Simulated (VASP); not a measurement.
A convergence study with VASP on Re (hcp): a few settings are varied, all else stays as given below, so the limit is that of these other settings. The cell's lengths are 1 % over those of the tabulated start and one atom is moved, so it is off equilibrium.

```
Re
1.0
    1.39380    -2.41413     0.00000
    1.39380     2.41413     0.00000
    0.00000     0.00000     4.50460
Re
2
Direct
  0.33333   0.66667   0.25000
  0.68841   0.35507   0.75000
```

Computed with PBE GGA, VASP's PBE PAW potentials (set 64) (plane waves; VASP). The last row used: 300 eV cut-off, 13×13×7 Γ-centred mesh, first-order Methfessel-Paxton smearing of 0.10 eV, potentials Re_pv.

Energies of different potentials or hybrids have different zeros.

| setting | E (eV/atom) | pressure (GPa) | largest force (eV/Å) | plane waves |
|---|---|---|---|---|
| ENCUT = 300, POTCAR Re | -12.3985 | -7.38 | 0.251 | 373 |
| ENCUT = 400, POTCAR Re | -12.4163 | -5.50 | 0.257 | 568 |
| ENCUT = 520, POTCAR Re | -12.4175 | -5.52 | 0.257 | 833 |
| ENCUT = 700, POTCAR Re | -12.4188 | -5.38 | 0.258 | 1295 |
| ENCUT = 900, POTCAR Re | -12.4184 | -5.36 | 0.258 | 1880 |
| ENCUT = 300, POTCAR Re_pv | -12.3680 | -5.23 | 0.263 | 373 |

Left out are rungs that failed or repeat a setting and relaxations that didn't move; long series are thinned to 24 rows.

The compound is Re in the hcp structure. The cell was not relaxed at this level, it is distorted from the ideal structure.
